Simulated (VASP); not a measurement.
Here is a VASP 6.6.1 calculation.

File INCAR:

```
ALGO = Fast
EDIFF = 1E-5
ENCUT = 520
GGA = PE
ISIF = 2
ISMEAR = 0
LASPH = True
LCHARG = False
LREAL = Auto
LWAVE = False
NELM = 80
PREC = Normal
SIGMA = 0.05
```

File KPOINTS:

```
k-points
0
Gamma
  3 3 3
```

The input POSCAR:

```
Mg2ZnTeS2
1.0
    6.1606300000     -3.6060900000      0.0000000000
    6.1606300000      3.6060900000      0.0000000000
    0.0000000000      0.0000000000      6.8017000000
Mg Zn Te S
4 2 2 4
Direct
    0.0289590000      0.3331610000      0.0183440000
    0.6668390000      0.9710410000      0.0183440000
    0.3331610000      0.0289590000      0.5183440000
    0.9710410000      0.6668390000      0.5183440000
    0.3074220000      0.6925780000      0.9771660000
    0.6925780000      0.3074220000      0.4771660000
    0.6623280000      0.3376720000      0.8671210000
    0.3376720000      0.6623280000      0.3671210000
    0.3312590000      0.0012640000      0.8820620000
    0.9987360000      0.6687410000      0.8820620000
    0.0012640000      0.3312590000      0.3820620000
    0.6687410000      0.9987360000      0.3820620000
```

Potentials or basis: VASP PAW PBE potentials, release 64 (Mg, Zn, Te, S).

Command:

```console
$ cat potpaw_PBE.64/Mg/POTCAR potpaw_PBE.64/Zn/POTCAR potpaw_PBE.64/Te/POTCAR potpaw_PBE.64/S/POTCAR > POTCAR
$ mpirun -np 1 vasp_std > vasp.out
```

**Question.** Estimate the largest force.

**Answer.** 0.006 eV/Å.

**Question.** Estimate the band gap on the k mesh.

**Answer.** 2.43 eV, direct.

**Question.** What does it give for the pressure?

**Answer.** 0.0 GPa.

Forces in eV/Å, atoms in the order of the input:
```
Mg  -0.001  0.002 -0.001
Mg   0.001  0.002 -0.001
Mg  -0.001 -0.002 -0.001
Mg   0.001 -0.002 -0.001
Zn   0.000 -0.006 -0.001
Zn   0.000  0.006 -0.001
Te   0.000 -0.004 -0.001
Te   0.000  0.004 -0.001
S    0.005  0.003  0.002
S   -0.005  0.003  0.002
S    0.005 -0.003  0.002
S   -0.005 -0.003  0.002
```

Caveat: spin-orbit coupling is left out, which moves the levels of the heavy elements. Expect the measured gap to be larger: semilocal functionals such as PBE lack the derivative discontinuity.
